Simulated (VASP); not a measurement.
Here is the system:

```yaml
crystal:
  lattice:
    - [2.89048, 0.00000, 0.00000]
    - [0.00000, 2.89048, 0.00000]
    - [0.00000, 0.00000, 5.11628]
  atoms:
    - { symbol: Cu, position: [0.00000, 0.50000, 0.00000] }
    - { symbol: Cu, position: [0.50000, 0.00000, 0.50000] }
    - { symbol: O, position: [0.00000, 0.00000, 0.25000] }
    - { symbol: O, position: [0.00000, 0.00000, 0.75000] }
```

All values below come from PBEsol GGA, VASP's PBE PAW potentials (set 64) (plane waves; VASP 6.6.1). Run with 520 eV cut-off, Gaussian smearing of 0.050 eV, potentials Cu O.

Question: Give the energies of bands 7 to 20 at the high-symmetry points, in eV from the Fermi level.

Answer: 
| band | Γ | X | M | Z | R | A |
|---|---|---|---|---|---|---|
| 7 | -3.59 | -4.55 | -4.63 | -4.05 | -4.74 | -5.71 |
| 8 | -3.59 | -4.21 | -4.63 | -4.05 | -3.36 | -5.71 |
| 9 | -3.49 | -3.31 | -3.43 | -3.58 | -2.99 | -3.06 |
| 10 | -3.16 | -2.73 | -2.81 | -3.58 | -2.87 | -3.06 |
| 11 | -2.69 | -2.69 | -2.81 | -2.43 | -2.80 | -2.43 |
| 12 | -2.51 | -2.53 | -2.52 | -2.43 | -2.73 | -2.43 |
| 13 | -2.51 | -2.35 | -2.43 | -2.40 | -2.48 | -2.02 |
| 14 | -2.48 | -1.98 | -2.43 | -2.40 | -2.45 | -2.02 |
| 15 | -2.38 | -1.64 | -1.65 | -1.60 | -2.10 | -1.46 |
| 16 | -2.02 | -1.56 | -1.23 | -1.60 | -1.89 | -1.46 |
| 17 | 0.69 | 0.22 | -1.23 | 0.08 | -0.14 | -0.51 |
| 18 | 0.69 | 0.46 | 1.17 | 0.08 | 0.69 | -0.51 |
| 19 | 1.45 | 3.48 | 1.92 | 3.52 | 4.18 | 3.84 |
| 20 | 6.02 | 5.96 | 7.12 | 3.52 | 5.95 | 3.84 |

It has no gap at this level: it comes out as a metal or semimetal.

The structure was generated: CuO was put into the PtS type (P4_2/mmc), which need not be its known phase. It was relaxed first, which changed the volume by +35 %.
